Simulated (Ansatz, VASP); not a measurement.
## Co3Bi in VASP and in Ansatz

```
Co Bi
1.0
     0.00000    3.06161    3.06161
     3.06161    0.00000    3.06161
     3.06161    3.06161    0.00000
Co Bi
3 1
Cartesian
  1.5308 1.5308 1.5308
  4.5924 4.5924 4.5924
  3.0616 3.0616 3.0616
  0.0000 0.0000 0.0000
```

Alike in both runs: task single point; functional PBE; k mesh 12 × 12 × 12; occupations gaussian, width 0.1 eV; no spin polarisation.

|  | VASP | Ansatz |
| --- | --- | --- |
| version | VASP 6.6.1 | Ansatz 0.2.0 |
| potentials or method | VASP PAW PBE potentials, release 64 (Co, Bi_d) | scalar-relativistic, plane waves, PAW |
| plane-wave cutoff (eV) | 520 | 420 |
| valence electrons in the cell | 42 | 66 |

```tsv
	VASP	Ansatz	Ansatz less VASP
gap on the k mesh at the Fermi level (eV)	none	none	-
pressure (GPa)	-7.1	-7.0	+0.07
```

A gap of «none» marks a metal or a gap that the smearing closes. The two sets of potentials don't hold the same shells in valence.

Caveats: spin-orbit coupling is left out, which moves the levels of the heavy elements. Spin polarisation is off, so any magnetic state and its effect on volume and gap are missing.
